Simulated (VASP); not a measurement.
These are LDA (Ceperley-Alder, Perdew-Zunger), VASP's LDA PAW potentials (set 64) (plane waves; VASP) values and carry that method's errors.

The input files of a VASP run:

### INCAR
```
SYSTEM = Zn
PREC = Accurate
ENCUT = 520
EDIFF = 1E-7
NELM = 100
ALGO = Normal
LREAL = .FALSE.
LASPH = .TRUE.
ISMEAR = -5
LMAXMIX = 4
LWAVE = .FALSE.
LCHARG = .TRUE.
LORBIT = 11
NEDOS = 601
ISIF = 2
```

### POSCAR
```
Zn
9.1768870
  0.1420811540  -0.2460918211   0.0000000000
  0.1420811540   0.2460918211   0.0000000000
  0.0000000000   0.0000000000   0.4999999753
Zn
2
Cart
  0.1420811540   0.0820307711   0.1249999938
  0.1420811540  -0.0820307711   0.3749999815
```

KPOINTS:
```
Automatic mesh
0
Gamma
18 18 9
0 0 0
```

POTCAR, in this order: Zn (LDA.64 set). Program: vasp_std.

Output of the run:

File OSZICAR:
```
       N       E                     dE             d eps       ncg     rms          rms(c)
DAV:   1     0.935173149524E+02    0.93517E+02   -0.12909E+04  6136   0.247E+03
DAV:   2    -0.146388913255E+01   -0.94981E+02   -0.93968E+02  6064   0.304E+02
DAV:   3    -0.406445052099E+01   -0.26006E+01   -0.25963E+01  7192   0.621E+01
DAV:   4    -0.407184809075E+01   -0.73976E-02   -0.73989E-02  7224   0.330E+00
DAV:   5    -0.407185879767E+01   -0.10707E-04   -0.10713E-04  7144   0.103E-01    0.524E+00
DAV:   6    -0.377952377532E+01    0.29234E+00   -0.13139E+00  6112   0.268E+01    0.369E+00
DAV:   7    -0.375749452879E+01    0.22029E-01   -0.49111E-02  7504   0.431E+00    0.185E+00
DAV:   8    -0.374769683122E+01    0.97977E-02   -0.29970E-03  8528   0.861E-01    0.519E-02
DAV:   9    -0.374766440707E+01    0.32424E-04   -0.25614E-04  7848   0.226E-01    0.272E-02
DAV:  10    -0.374766484157E+01   -0.43449E-06   -0.17035E-05  6904   0.418E-02    0.236E-03
DAV:  11    -0.374766478825E+01    0.53320E-07   -0.72847E-07  7304   0.128E-02
   1 F= -.37476648E+01 E0= -.37476648E+01  d E =0.000000E+00
```

OUTCAR:
```
------------------------ aborting loop because EDIFF is reached ----------------------------------------
  FORCE on cell =-STRESS in cart. coord.  units (eV):
  Direction    XX          YY          ZZ          XY          YZ          ZX
  --------------------------------------------------------------------------------------
  Total       -0.0477868     -0.0477868      0.1384857      0.0000000     -0.0000000      0.0000000
  in kB       -2.8333406     -2.8333417      8.2109957      0.0000000     -0.0000000      0.0000000
  external PRESSURE =       0.8481045 kB  Pullay stress =       0.0000000 kB
  volume of cell :       27.02
      direct lattice vectors                 reciprocal lattice vectors
     1.303862695 -2.258356834  0.000000000     0.383475961 -0.221399910  0.000000000
     1.303862695  2.258356834  0.000000000     0.383475961  0.221399910  0.000000000
     0.000000000  0.000000000  4.588443274     0.000000000  0.000000000  0.217938839
 POSITION                                       TOTAL-FORCE (eV/Angst)
 -----------------------------------------------------------------------------------
      1.30386      0.75279      1.14711         0.000000      0.000000      0.000000
      1.30386     -0.75279      3.44133         0.000000     -0.000000      0.000000
 -----------------------------------------------------------------------------------
    total drift:                                0.000013      0.000065      0.000005
  FREE ENERGIE OF THE ION-ELECTRON SYSTEM (eV)
  ---------------------------------------------------
  free  energy   TOTEN  =        -3.7476647882 eV

  energy  without entropy=       -3.7476647882  energy(sigma->0) =       -3.74766479

 total charge

# of ion       s       p       d       tot
------------------------------------------
    1        0.612   0.532   9.730  10.875
    2        0.612   0.532   9.730  10.875
--------------------------------------------------
tot          1.224   1.065  19.461  21.749
```
(Selected blocks of OUTCAR.)

For a metal the tetrahedron method with Blöchl corrections gives inexact stress and forces.

The compound is Zn in the hcp structure. It was relaxed first, which changed the volume by -11 %.
